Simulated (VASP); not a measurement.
Input:

```xyz
5
Lattice="2.0957 1.2099 9.9762 -2.0957 1.2099 9.9762 0.0000 -2.4199 9.9762" Properties=species:S:1:pos:R:3 pbc="T T T"
Bi     0.0000     0.0000    11.9248
Bi     0.0000     0.0000    18.0039
Se     0.0000     0.0000     0.0000
Se     0.0000     0.0000     6.4561
Se     0.0000     0.0000    23.4726
```

Computed with PBE GGA, VASP's PBE PAW potentials (set 64) (plane waves; VASP). Numerical set-up: 300 eV cut-off, 4×4×4 Γ-centred mesh, Fermi-Dirac smearing of 0.050 eV, potentials Bi_d Se.

At this cut-off the stress carries a Pulay error, which pulls relaxed volumes low.

Q: Give the force on each atom (eV/Å).

A: 
```json
[
 {"atom": "Bi1", "Fx": "0.000", "Fy": "0.000", "Fz": "0.006"},
 {"atom": "Bi2", "Fx": "0.000", "Fy": "0.000", "Fz": "-0.006"},
 {"atom": "Se3", "Fx": "0.000", "Fy": "0.000", "Fz": "0.000"},
 {"atom": "Se4", "Fx": "0.000", "Fy": "0.000", "Fz": "0.079"},
 {"atom": "Se5", "Fx": "0.000", "Fy": "0.000", "Fz": "-0.079"}
]
```

Q: Give the stress tensor in GPa (positive for a compressed cell).

A: 
```
-0.25   0.00   0.00
 0.00  -0.25   0.00
 0.00   0.00  -0.38
```
The pressure is its mean diagonal, -0.29 GPa.

The structure comes from a computed database's Bi2Se3 entry; how it stands against other phases isn't given here. The cell was not relaxed at this level. The k-mesh is coarse (spacing up to 0.44 per Å, 2π included), so the numbers may not be converged in it.
